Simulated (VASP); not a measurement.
A convergence study with VASP on SiO2 (space group P4_2/mnm): one setting is varied, all else stays as given below, so the limit is that of these other settings.

```yaml
crystal:
  lattice:
    - [4.19254, 0.00000, 0.00000]
    - [0.00000, 4.19254, 0.00000]
    - [0.00000, 0.00000, 2.67801]
  atoms:
    - { symbol: Si, position: [0.00000, 0.00000, 0.00000] }
    - { symbol: Si, position: [0.50000, 0.50000, 0.50000] }
    - { symbol: O, position: [0.30600, 0.30600, 0.00000] }
    - { symbol: O, position: [0.80600, 0.19400, 0.50000] }
    - { symbol: O, position: [0.19400, 0.80600, 0.50000] }
    - { symbol: O, position: [0.69400, 0.69400, 0.00000] }
```

The numbers are results of PBE GGA, VASP's PBE PAW potentials (set 64) (plane waves; VASP), not measurements. The tightest run used: 400 eV cut-off, 5×5×8 Γ-centred mesh, Gaussian smearing of 0.010 eV, potentials Si O.

### Question
The settings run are 2×2×3 mesh; 3×3×4 mesh; 3×3×5 mesh; 4×4×6 mesh; 5×5×8 mesh. From which on does the mean ε∞ stay within 0.1  of the tightest run?

### Answer
From 3×3×4 mesh on: it is off by 0.04 there and by no more than 0.1 in any finer run, while 2×2×3 mesh is off by 0.18.
```tsv
setting	mean ε∞	highest Γ mode (cm⁻¹)	irreducible k-points	difference judged ()
2×2×3 mesh	3.61	929.2	6	0.18
3×3×4 mesh	3.47	930.6	9	0.04
3×3×5 mesh	3.44	930.6	9	0.02
4×4×6 mesh	3.43	934.2	24	0.00
5×5×8 mesh	3.42	931.4	30	0.00
```

Left out are rungs that failed or repeat a setting and relaxations that didn't move; long series are thinned to 24 rows.

The structure is a typed SiO2 crystal (space group no. 136). The cell was not relaxed at this level.
